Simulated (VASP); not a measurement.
Given:

```yaml
crystal:
  lattice:
    - [0.00000, 2.73825, 2.73825]
    - [2.73825, 0.00000, 2.73825]
    - [2.73825, 2.73825, 0.00000]
  atoms:
    - { symbol: Yb, position: [0.00000, 0.00000, 0.00000] }
```

Level of theory: PBE GGA, VASP's PBE PAW potentials (set 64) (plane waves; VASP). Numerical set-up: 300 eV cut-off, 8×8×8 Γ-centred mesh, Fermi-Dirac smearing of 0.10 eV, potentials Yb_2.

The 4f electrons are frozen in the core of the lanthanide potential, so 4f levels, which can set the real gap, and their magnetism are missing.

Give the energies of bands 4 to 7 at the high-symmetry points, in eV from the Fermi level.

| band | Γ | X | U | L | W |
|---|---|---|---|---|---|
| 4 | -4.90 | -0.98 | -0.24 | -1.69 | 0.02 |
| 5 | 2.96 | 0.40 | 0.20 | 0.07 | 0.78 |
| 6 | 2.96 | 1.32 | 1.04 | 2.74 | 0.78 |
| 7 | 2.96 | 6.34 | 4.33 | 2.74 | 2.40 |

It has no gap at this level: it comes out as a metal or semimetal.

The structure comes from a computed database's Yb entry; how it stands against other phases isn't given here. The cell was not relaxed at this level.
